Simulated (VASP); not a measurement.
Data:

```
CELL_PARAMETERS angstrom
      0.00000     2.26255     2.26255
      2.26255     0.00000     2.26255
      2.26255     2.26255     0.00000
ATOMIC_POSITIONS crystal
  Pt 0.00000 0.00000 0.00000
  F  0.25000 0.25000 0.25000
  F  0.75000 0.75000 0.75000
```

All values below come from PBE GGA, VASP's PBE PAW potentials (set 64) (plane waves; VASP). Numerical set-up: 520 eV cut-off, 8×8×8 Γ-centred mesh, Fermi-Dirac smearing of 0.30 eV, potentials Pt F.

**Question.** Give the stress tensor in GPa (positive for a compressed cell).

**Answer.** 
```
250.37    0.00    0.00
  0.00  250.37    0.00
  0.00    0.00  250.37
```
The pressure is its mean diagonal, 250.37 GPa.

The structure was generated: PtF2 was put into the fluorite type (Fm-3m), which need not be its known phase. The cell was not relaxed at this level. The k-mesh is coarse (spacing up to 0.30 per Å, 2π included), so the numbers may not be converged in it. The run is one of a series of settings (ISMEAR = -1, SIGMA = 0.3 against the base run), some of them coarse on purpose.
